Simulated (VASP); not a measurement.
Wanted: the native input for a VASP 6.6.1 run.

```yaml
Task: single point
Functional: PBE
Potentials_or_basis: VASP PAW PBE potentials, release 64 (Ga_d, Sn_d, Se)
Cutoff: 520 eV
k_mesh: 4 × 4 × 4
Occupations: gaussian, width 0.15 eV
Spin: no spin polarisation
Further_INCAR_settings: PREC = Normal; LREAL = Auto; ALGO = Fast; EDIFF = 1e-05
```

The structure of Ga2SnSe lies in POSCAR:

```
Ga2SnSe
1.0
   -3.0350600000      3.0350600000      6.1319600000
    3.0350600000     -3.0350600000      6.1319600000
    3.0350600000      3.0350600000     -6.1319600000
Ga Sn Se
4 2 2
Direct
    0.1297970000      0.1250000000      0.5047970000
    0.6202030000      0.6250000000      0.4952030000
    0.8750000000      0.3797970000      0.0047970000
    0.3750000000      0.8702030000      0.9952030000
    0.0000000000      0.0000000000      0.0000000000
    0.7500000000      0.2500000000      0.5000000000
    0.5000000000      0.5000000000      0.0000000000
    0.2500000000      0.7500000000      0.5000000000
```

The cell was built by a generator and needn't be a form met in nature.

The input as run:

INCAR

```
SYSTEM = Ga2SnSe
PREC = Normal
ENCUT = 520
EDIFF = 1E-5
ISMEAR = 0
SIGMA = 0.15
LREAL = Auto
LASPH = .True.
NELM = 80
ALGO = Fast
ISIF = 2
LWAVE = .False.
LCHARG = .False.
GGA = PE
KPAR = 4
```

KPOINTS

```
regular mesh
0
Gamma
  4 4 4
  0 0 0
```

Potentials or basis: VASP PAW PBE potentials, release 64 (Ga_d, Sn_d, Se).

Run with:

```bash
$ cat potpaw_PBE.64/Ga_d/POTCAR potpaw_PBE.64/Sn_d/POTCAR potpaw_PBE.64/Se/POTCAR > POTCAR
$ mpirun -np 4 vasp_std > vasp.out
```

It gave:

The pressure is 0.0 GPa and the band gap on the k mesh is 0.16 eV, indirect (least direct gap 0.21 eV).

Caveat: spin-orbit coupling is left out, which moves the levels of the heavy elements.

Run time: 46 s on 4 MPI ranks on Intel(R) Xeon(R) Platinum 8488C (Sapphire Rapids) (shared host), peak memory 0.31 GiB a rank.
